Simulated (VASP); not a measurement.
Here is the system:

```yaml
crystal:
  lattice:
    - [1.52719, -2.64517, 0.00000]
    - [1.52719, 2.64517, 0.00000]
    - [0.00000, 0.00000, 11.18685]
  atoms:
    - { symbol: W, position: [0.33333, 0.66667, 0.25000] }
    - { symbol: W, position: [0.66667, 0.33333, 0.75000] }
    - { symbol: S, position: [0.33333, 0.66667, 0.89164] }
    - { symbol: S, position: [0.66667, 0.33333, 0.39164] }
    - { symbol: S, position: [0.66667, 0.33333, 0.10836] }
    - { symbol: S, position: [0.33333, 0.66667, 0.60836] }
```

Computed with PBE GGA, VASP's PBE PAW potentials (set 64) (plane waves; VASP 6.6.1). Settings: 500 eV cut-off, 8×8×2 Γ-centred mesh, Gaussian smearing of 0.050 eV, potentials W_sv S.

Without a dispersion term in the relaxation, distances and binding between the weakly bound layers, chains or molecules are unreliable, and so is what depends on them.

**Question.** What does the run give for the energy per atom (σ→0), pressure?

**Answer.** 
| Item | Value |
|---|---|
| energy per atom (σ→0) | -743.4 kJ/mol-atom |
| pressure | 20.08 GPa |

Only differences to runs with the same potentials and settings are physical.

The compound is WS2 in the 2H layered structure. It was relaxed first under an external pressure of 20 GPa.
